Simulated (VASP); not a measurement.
Input of a VASP 6.6.1 run:

File INCAR:

```
PREC = Accurate
ENCUT = 520
EDIFF = 1E-7
ISMEAR = 0
SIGMA = 0.01
LREAL = False
LASPH = True
NELM = 100
ALGO = Fast
ISIF = 2
LWAVE = False
LCHARG = False
GGA = PE
NBANDS = 17
```

File KPOINTS:

```
Automatic mesh
0
Gamma
  3 3 4
```

The input POSCAR:

```
LiMgBN2
1.0
   -1.9524800000      1.9384300000      4.4455700000
    1.8816900000     -1.9135700000      4.4044700000
    1.9255600000      1.8866500000     -4.4348900000
Li Mg B N
1 1 1 2
Direct
    0.2250300000      0.7849600000      0.5290200000
    0.7139200000      0.1986100000      0.3942600000
    0.4934100000      0.5526600000      0.0355100000
    0.6199600000      0.6118500000      0.9329800000
    0.3256700000      0.3544300000      0.0106000000
```

Potentials or basis: VASP PAW PBE potentials, release 64 (Li_sv, Mg, B, N).

Run with:

```console
$ cat potpaw_PBE.64/Li_sv/POTCAR potpaw_PBE.64/Mg/POTCAR potpaw_PBE.64/B/POTCAR potpaw_PBE.64/N/POTCAR > POTCAR
$ mpirun -np 1 vasp_std > vasp.out
```

What does it give for the largest force?

5.317 eV/Å.

Predict the band gap on the k mesh.

2.11 eV, indirect (least direct gap 3.00 eV).

Forces in eV/Å, atoms in the order of the input:
```
Li  -1.528 -0.499  0.005
Mg   1.838  2.020 -0.221
B   -1.973 -0.220 -4.933
N    1.006  0.244  0.241
N    0.658 -1.545  4.909
```

Caveat: the k mesh is coarse (spacing up to 0.60 Å⁻¹), so the values aren't converged; an odd mesh through Γ misses points on the zone boundary, where band edges often lie; forces of over 1 eV/Å show positions far from the minimum, so gaps and moduli don't describe the material at rest. As with any semilocal functional, this PBE gap is likely too small.
